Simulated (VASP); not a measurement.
The input files of a VASP run:

**KPOINTS**
```
Automatic mesh
0
gamma
 17 17 17
```

**INCAR**
```
SYSTEM = Fe
PREC = Accurate
ENCUT = 400
EDIFF = 1E-6
NELM = 100
ALGO = Normal
LREAL = .FALSE.
LASPH = .TRUE.
ISMEAR = 1
SIGMA = 0.1
GGA = PE
LMAXMIX = 4
ISPIN = 2
MAGMOM = 2.5
LORBIT = 10
LWAVE = .FALSE.
LCHARG = .FALSE.
ISIF = 2
```

File POSCAR:
```
Fe
1
   -1.4350000000     1.4350000000     1.4350000000
    1.4350000000    -1.4350000000     1.4350000000
    1.4350000000     1.4350000000    -1.4350000000
Fe
1
Direct
  0.0000000000   0.0000000000   0.0000000000
```

POTCAR, in this order: Fe (PBE.64 set). Program: vasp_std.

Q: Translate this PBE calculation to Ansatz.

A: One equivalent input (not run):
Ansatz 0.2 input:
```yaml
crystal:
  lattice:
    - [-1.4350000, 1.4350000, 1.4350000]
    - [1.4350000, -1.4350000, 1.4350000]
    - [1.4350000, 1.4350000, -1.4350000]
  atoms:
    - { symbol: Fe, position: [0.0000000, 0.0000000, 0.0000000], spin: 2.5 }
kpoints:
  mp_grid: { grid: [17, 17, 17] }
hamiltonian:
  xc: pbe
  pseudopotentials: { kind: paw }
magnetization: { spin_polarized: true }
scf:
  occupations: { method: methfessel_paxton, width: 0.1 }
  max_iter: 100
output: { forces: true, stress: true, eigenvalues: true }
```
Limits of the translation: each code has its own PAW files, so the cut-off isn't converted (ENCUT is set for VASP's; basis.ecutwfc is left out, and Ansatz then takes the one that its files recommend); Ansatz stops its SCF on the density residual and VASP on the energy change (EDIFF).

The compound is Fe in the bcc structure. The cell was not relaxed at this level. The run is one of a series of settings (KPOINTS 17×17×17 Γ-centred mesh against the base run), some of them coarse on purpose.
